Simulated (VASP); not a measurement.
Crystal: Sn.

```xyz
2
Lattice="0.0000 3.2333 3.2333 3.2333 0.0000 3.2333 3.2333 3.2333 0.0000" Properties=species:S:1:pos:R:3 pbc="T T T"
Sn    0.0000    0.0000    0.0000
Sn    1.6167    1.6167    1.6167
```

This isn't the form of Sn at room conditions, which is tetragonal (white tin).

* Program: VASP 6.6.1
* Task: relaxation of cell and atoms
* Functional: PBEsol
* Potentials or basis: VASP PAW PBE potentials, release 64 (Sn_d)
* Cutoff: 600 eV
* k mesh: 10 × 10 × 10
* Occupations: gaussian, width 0.03 eV
* Spin: no spin polarisation

At the start: pressure 1.5 GPa; volume 33.80 Å³/atom.

**Question.** Where does the relaxation end?

**Answer.** Over 3 steps the energy falls by 4.9 meV/atom and the volume is 34.92 Å³/atom (+3.3 %); space group Fd-3m (No. 227, to 0.05 Å).

Step by step:
| step | energy change (eV) | largest force (eV/Å) | pressure (GPa) | volume (Å³) |
| --- | --- | --- | --- | --- |
| 1 | 0.0000 | 0.0000 | 1.47 | 67.61 |
| 2 | -0.0086 | 0.0000 | -0.46 | 70.69 |
| 3 | -0.0099 | 0.0000 | 0.00 | 69.84 |

Final structure:
```
CELL_PARAMETERS angstrom
0.00000 3.26858 3.26858
3.26858 0.00000 3.26858
3.26858 3.26858 0.00000
ATOMIC_POSITIONS crystal
Sn 0.00000 0.00000 0.00000
Sn 0.25000 0.25000 0.25000
```

Caveat: the PAW data sets were made with another functional, which shifts forces and pressure a little.
